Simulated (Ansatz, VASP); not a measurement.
# PtS2: VASP beside Ansatz

Aim: how closely do two programs agree when they are given the same cell, functional and k mesh? The cell is taken from a series of runs on this material, whose earlier steps may have relaxed, scaled, displaced or heated it; both programs get it as it stands.

Main program and level: Ansatz 0.2.0; plane waves, with VASP 6.6.1 beside it; zone-centre phonons at PBE with D3(BJ).

### 1. Set-up

The structure is trigonal, space group P-3m1 (No. 164). The conventional cell has a = 3.440 Å, b = 3.440 Å, c = 5.080 Å, α = 90.00°, β = 90.00°, γ = 120.00°. Nearest to S lie 3 Pt at 2.37 Å. Nearest to Pt lie 6 S at 2.37 Å. Farther neighbours and most contacts between anions are not listed.

Coordinates:

```cif
data_structure
_symmetry_space_group_name_H-M 'P-3m1'
_symmetry_Int_Tables_number 164
_cell_length_a 3.4398
_cell_length_b 3.4398
_cell_length_c 5.0798
_cell_angle_alpha 90.000
_cell_angle_beta 90.000
_cell_angle_gamma 120.000
_cell_volume 52.05
loop_
_atom_site_label
_atom_site_type_symbol
_atom_site_symmetry_multiplicity
_atom_site_Wyckoff_symbol
_atom_site_fract_x
_atom_site_fract_y
_atom_site_fract_z
_atom_site_occupancy
S1 S 2 d 0.33333 0.66667 0.25400 1
Pt1 Pt 1 a 0.00000 0.00000 0.00000 1
```

### 2. Ansatz: zone-centre phonons, PBE with D3(BJ)

Ansatz runs on its PAW soft_1 files.

Second derivatives magnify differences that forces hide, and they need a tight electronic threshold.

The input, input.yaml:

```yaml
crystal:
  lattice:
    - [3.4397625248, 0.0, 0.0]
    - [-1.7198812624, 2.9789217294, 0.0]
    - [0.0, 0.0, 5.079780367]
  atoms:
    - { symbol: S, position: [0.3333333333, 0.6666666667, 0.2540040304] }
    - { symbol: S, position: [0.6666666667, 0.3333333333, 0.7459959696] }
    - { symbol: Pt, position: [0.0, 0.0, 0.0] }
kpoints:
  mp_grid: { grid: [12, 12, 8] }
hamiltonian:
  xc: pbe
  dispersion: d3bj
  pseudopotentials: { kind: paw, azcp: { folder: soft_1 } }
scf:
  occupations: { method: fixed }
output:
  eigenvalues: true
phonons:
  method: dfpt
```

On the command line:

```sh
> ansatz run input.yaml --threads 4 --pin off --max-ram 10240MiB --backend cpu --events-out ev --progress --plain --runs-dir out
```

Numbers of over 12 decimals in the logs are rounded to 6 here.

The log of the run:

```text
Engine: ansatz 0.2.0, aarch64-unknown-linux-gnu
Pseudopotentials: kind: paw
Pseudopotential: S, paw, valence charge 6, recommended cutoff 420 eV (normal), soft_1/S.paw.azcp
Pseudopotential: Pt, paw, valence charge 18, recommended cutoff 420 eV (normal), soft_1/Pt.paw.azcp
Functional definition: PBE
  parameter kappa = 0.804
  parameter beta = 0.066725
  exchange = pbe_x(kappa = kappa, mu = beta*pi^2/3)
  correlation = pbe_c(beta = beta)
Crystal: 3 atoms, lattice volume = 52.051 Å³
Basis set: ecut = 420 eV, 1025 PW (Γ), exchange–correlation on 48×48×72 points (8 copies of the dense FFT grid, shifted against one another)
Bands: 19, of which v1, the nominal top of the filled ones, is band 15 counted from 1 (14 counted from 0)
Symmetry: 12 space group operations
k-points: 320 of 1152 (irreducible under 2 space group operations, time reversal used)
Non-local potential: S, projectors of the file, l = 0: 2, l = 1: 2, l = 2: 1
Non-local potential: Pt, projectors of the file, l = 0: 3, l = 1: 2, l = 2: 2, l = 3: 1
PAW form: soft (Blöchl's): semilocal exchange-correlation on the pseudo side does not see the compensation charge
PAW one-centre angular grid: S, 110 points (default); XC on 64 Gauss nodes
PAW one-centre angular grid: Pt, 590 points (default); XC on 64 Gauss nodes
Initial density: superposition of atomic densities (chi_scale 0.1, normalization cell, long waves kept (reshape's long-wave potential 0.02 eV rms))
Initial wavefunctions: pseudopotential atomic-orbital guess
Functional: x = pbe(κ = 0.804, μ = 0.219515), c = pbe(β = 0.066725)
SCF iter   1: F=—  HF=-14331.561099 eV  |F-HF|=—  |Δ(HF+E_count)|=         —  Δρ=7.88e-2  dr2=2.73e0  ethr=3.10e-3  ⟨swp⟩=4.1  Hψ=27044  notcnv=0  defer=640
preconditioner: auto → Resta (q_TF=auto, 2.489 Å⁻¹)  ε∞=7.1  [insulator: Δε(μ)=0.951 eV  Ē_g=9.810 eV  n_scr=22 (ndim 8)  ℏωp=24.1 eV  f_vac=0.000  ε∞_Penn≈7.1]
SCF iter   2: F=—  HF=-14331.055595 eV  |F-HF|=—  |Δ(HF+E_count)|=   5.06e-1  Δρ=2.79e-2  dr2=2.25e-1  ethr=3.10e-3  ⟨swp⟩=3.0  Hψ=12522  notcnv=0  defer=640
SCF iter   3: F=—  HF=-14331.036013 eV  |F-HF|=—  |Δ(HF+E_count)|=   1.96e-2  Δρ=1.63e-2  dr2=6.32e-2  ethr=7.49e-4  ⟨swp⟩=2.0  Hψ=7703  notcnv=0  defer=640
SCF iter   4: F=—  HF=-14331.031658 eV  |F-HF|=—  |Δ(HF+E_count)|=   4.35e-3  Δρ=1.66e-3  dr2=1.40e-3  ethr=2.11e-4  ⟨swp⟩=2.5  Hψ=9041  notcnv=0  defer=640
SCF iter   5: F=—  HF=-14331.032379 eV  |F-HF|=—  |Δ(HF+E_count)|=   7.21e-4  Δρ=3.82e-4  dr2=1.59e-4  ethr=4.67e-6  ⟨swp⟩=2.0  Hψ=9772  notcnv=0  defer=640
SCF iter   6: F=—  HF=-14331.032475 eV  |F-HF|=—  |Δ(HF+E_count)|=   9.65e-5  Δρ=1.47e-4  dr2=2.66e-5  ethr=5.29e-7  ⟨swp⟩=2.0  Hψ=9422  notcnv=0  defer=640
SCF iter   7: F=—  HF=-14331.032481 eV  |F-HF|=—  |Δ(HF+E_count)|=   5.85e-6  Δρ=3.07e-5  dr2=7.23e-7  ethr=8.87e-8  ⟨swp⟩=2.0  Hψ=9045  notcnv=0  defer=79
SCF iter   8: F=—  HF=-14331.032485 eV  |F-HF|=—  |Δ(HF+E_count)|=   3.37e-6  Δρ=7.13e-6  dr2=3.90e-8  ethr=2.41e-9  ⟨swp⟩=2.0  Hψ=9075  notcnv=0  defer=2
SCF iter   9: F=—  HF=-14331.032485 eV  |F-HF|=—  |Δ(HF+E_count)|=   3.44e-8  Δρ=1.90e-6  dr2=2.95e-9  ethr=1.30e-10  ⟨swp⟩=2.0  Hψ=9335  notcnv=0  defer=2
SCF iter  10: F=-14331.032485 eV  HF=-14331.032485 eV  |F-HF|=4.18e-11  |Δ(HF+E_count)|=   2.56e-9  Δρ=3.03e-7  dr2=5.28e-11  ethr=1.00e-12  ⟨swp⟩=8.9  Hψ=47442  notcnv=0
SCF 1 converged in 10 iterations: F = -14331.032485 eV  dr2 = 5.28e-11
  greatest PAW one-centre occupation: 1.000 electrons in one spin orbital (limit 2), on the Pt atom at site 2 (counted from 0), in its partial waves of l = 0
DFPT response loops at Γ: preconditioner auto → Resta (q_TF=auto, 2.489 Å⁻¹)  ε∞=9.7 (no band partly filled); β = 1.00, the filter's whole step (`scf.mixing.beta` (0.50) is not read by the response loops at its default; to damp them type it under 1.00, their step now; it binds the ground state too); Broyden in place of MSR1
SCF converged after 10 iterations
Free energy (F): -14331.032485 eV
Harris-Foulkes:  -14331.032485 eV  (|F-HF|=4.18e-11)
Internal energy: -14331.032485 eV  (E = F + TS)
E sigma→0 (E₀):  -14331.032485 eV
Fermi energy:    11.975931 eV
--- Per-component energies (eV) ---
  E_band       = -291.507242
  E_kinetic    = 809.501084
  E_local      = -2941.531639  (includes V_loc(G=0)·N_el)
  E_nonlocal   = 272.464266
  E_hartree    = 1171.524441
  E_xc         = -411.028427
  E_vxc        = -438.096214  (∫ρ·V_xc dr)
  E_paw        = -10700.759450  (= ΣΔE_a)
  E_vpaw       = -336.894499  (= ΣTr[D̂ρ^β])
  E_aug_tail   = 0.001097  (compensation charges beyond the density's cutoff)
  E_ewald      = -2529.860270
  E_disp       = -1.343588  (pairwise vdW)
  E_smearing   = -0.000000  (= −TS)
  E_closure    = 0.000000  (closes the sum)
  Σ components = -14331.032485   (vs F -14331.032485, Δ=0.00e0)
--- Band table (eV; the first three rows and the last of 320) ---
  k-point 0: bands = [... 11 lower, 9.5169, 10.9984, 10.9984, 11.9682, 13.9140, 13.9140, 16.6327, 17.7248]
  k-point 1: bands = [... 11 lower, 9.4714, 10.9447, 10.9447, 11.7493, 14.0163, 14.0163, 16.7218, 18.0099]
  k-point 2: bands = [... 11 lower, 9.3085, 10.8240, 10.8240, 11.2789, 14.2631, 14.2631, 16.9963, 18.6425]
  k-point 319: bands = [... 11 lower, 8.8863, 9.0795, 9.6299, 10.2511, 13.6673, 14.0452, 18.5018, 19.1253]
--- Phonons (Γ-DFPT): 4 representative perturbations + reference, on 320 of 1152 k-points (Σ response iterations 12) ---
  k mesh reduced under 2 symmetry operations, with k and −k counted as one. Each operation leaves every solved perturbation unchanged. A smaller set is not used because it would not reduce the number of displacements times k-points to solve
  ASR residual: 1.774e-4 → 0.000e0 eV/Å²; symmetrization residual: 7.768e-6 eV/Å²
  pairwise dispersion correction: d3bj (s6 = 1.0, s8 = 0.7875, a1 = 0.4289, a2_bohr = 4.4407), with the weights of each atom's references fixed at the reference crystal's, and the forces and stress that the weights' published response gives there kept as a pressure on the atom's counted neighbours (hamiltonian.dispersion)
  ASR residual per site (eV/Å²): 2.39e-6 2.39e-6 1.77e-4
  Γ frequencies (cm⁻¹): 0.00 0.00 0.00 302.07 302.07 320.43 326.17 326.17 345.86
  non-analytic LO–TO correction: not included (Born effective charges unavailable; polar crystals: no LO–TO splitting at Γ)
```

[end of part 1 of 2]

[Lines on the potential files, build, host, timing and source positions are cut from VASP's logs without a mark.]

[Logs are printed without paths, hosts, clocks, repeated set-up lines and the standing remarks that a program may print on its own settings, such as how far it seeks lower states.]

[Hosts, paths, dates, database ids (printed as entryN), source tags and the programs' standing remarks are cut or masked in the printed files.]
